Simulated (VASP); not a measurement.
Here is the system:

```
CELL_PARAMETERS angstrom
      0.00000     3.32937     3.32937
      3.32937     0.00000     3.32937
      3.32937     3.32937     0.00000
ATOMIC_POSITIONS crystal
  Cd 0.00000 0.00000 0.00000
  Te 0.25000 0.25000 0.25000
```

Computed with RPBE GGA, VASP's PBE PAW potentials (set 64) (plane waves; VASP). Run with 520 eV cut-off, 7×7×7 Γ-centred mesh, Gaussian smearing of 0.050 eV, potentials Cd Te.

Unless said otherwise, spin-orbit coupling is left out, though it shifts the bands of the heavy elements here.

Question: Predict the energy per atom (σ→0), band gap (on the k-mesh) with the smallest direct gap where there is one.

Answer: 
| Item | Value |
|---|---|
| band gap (on the k-mesh) | 0.68 eV |
| smallest direct gap (on the k-mesh) | 0.68 eV |
| energy per atom (σ→0) | -2.093 eV/atom |

Only differences to runs with the same potentials and settings are physical.

The compound is CdTe in the zinc blende structure. This cell is one point of a volume scan, at 0.97 of the reference volume.
